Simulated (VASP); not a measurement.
Consider the following.

```yaml
crystal:
  lattice:
    - [0.00000, 3.35148, 3.35148]
    - [3.35148, 0.00000, 3.35148]
    - [3.35148, 3.35148, 0.00000]
  atoms:
    - { symbol: Sn, position: [0.00000, 0.00000, 0.00000] }
    - { symbol: Mg, position: [0.25000, 0.25000, 0.25000] }
    - { symbol: Mg, position: [0.75000, 0.75000, 0.75000] }
```

These are PBE GGA with D3 dispersion (Becke-Johnson damping), VASP's PBE PAW potentials (set 64) (plane waves; VASP) values and carry that method's errors. Settings: 400 eV cut-off, 9×9×9 Γ-centred mesh, tetrahedra with Blöchl corrections, potentials Sn_d Mg.

Unless said otherwise, spin-orbit coupling is left out, though it shifts the bands of the heavy elements here.

### Question
Predict the energy per atom (σ→0), band gap (on the k-mesh) with the smallest direct gap where there is one.

### Answer

| Item | Result |
|---|---|
| band gap (on the k-mesh) | none (metal, semimetal or under 0.01 eV) |
| energy per atom (σ→0) | -2.773 eV/atom |

The absolute energy has meaning only against runs of the same code, potentials and settings.

The structure comes from a measured Mg2Sn entry (Fm-3m) of the Crystallography Open Database, whose conditions weren't checked. It was relaxed first.
